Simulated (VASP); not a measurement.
Data:

```
CELL_PARAMETERS angstrom
      3.58020     0.00000     0.00000
      0.00000     3.58020     0.00000
      0.00000     0.00000     3.58020
ATOMIC_POSITIONS crystal
  Si 0.00000 0.00000 0.00000
  Ni 0.00000 0.50000 0.50000
  Ni 0.50000 0.00000 0.50000
  Ni 0.50000 0.50000 0.00000
```

All values below come from PBE GGA, VASP's PBE PAW potentials (set 64) (plane waves; VASP). Settings: 400 eV cut-off, 7×7×7 Γ-centred mesh, first-order Methfessel-Paxton smearing of 0.10 eV, potentials Si Ni.

Predict the energy per atom (σ→0), pressure, band gap (on the k-mesh) with the smallest direct gap where there is one.

```
Item                                                        Result
------------------------  ----------------------------------------
band gap (on the k-mesh)  none (metal, semimetal or under 0.01 eV)
energy per atom (σ→0)                               -5.896 eV/atom
pressure                                                -11.86 GPa
```

Total energies compare only between runs with the same potentials, cut-off and functional.

The compound is Ni3Si in the L1_2 structure. The cell was not relaxed at this level. The run is not spin-polarised, so no magnetic state was tried.
